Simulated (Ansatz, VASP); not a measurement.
## Two plane-wave programs on B7Se

```xyz
8
Lattice="4.2041 0.0000 0.0000 0.0000 4.2041 0.0000 0.0000 0.0000 4.2041" Properties=species:S:1:pos:R:3 pbc="T T T"
B     1.2550    1.2550    1.2550
B     0.0000    2.1020    2.1020
B     2.1020    2.1020    0.0000
B     2.1020    0.0000    2.1020
B     2.9490    1.2550    2.9490
B     2.9490    2.9490    1.2550
B     1.2550    2.9490    2.9490
Se    0.0000    0.0000    0.0000
```

Change from the starting cell: species swapped into the Si7Ge type (P-43m, No. 215).

Alike in both runs: functional PBE; k mesh 4 × 4 × 4; occupations gaussian, width 0.1 eV; no spin polarisation.

Ansatz relaxed the structure, and its values are those at the end. VASP's run is a single point on that final structure, the one shown.

```csv
,VASP,Ansatz
version,VASP 6.6.1,Ansatz 0.2.0
potentials or method,"VASP PAW PBE potentials, release 64 (B, Se)","scalar-relativistic, plane waves, PAW"
plane-wave cutoff (eV),520,420
valence electrons in the cell,27,37
```

|  | VASP | Ansatz | Ansatz less VASP |
| --- | --- | --- | --- |
| gap on the k mesh at the Fermi level (eV) | none | none | - |
| pressure (GPa) | 0.0 | 0.0 | -0.04 |
| rms of the force components (eV/Å) | 0.024 | 0.020 | -0.0039 |

A gap of «none» marks a metal or a gap that the smearing closes. The functional is the same, so the differences come from potentials, cutoffs and numerics. The two sets of potentials don't hold the same shells in valence.

Caveats: the k mesh is coarse (spacing up to 0.37 Å⁻¹), so the values aren't converged.
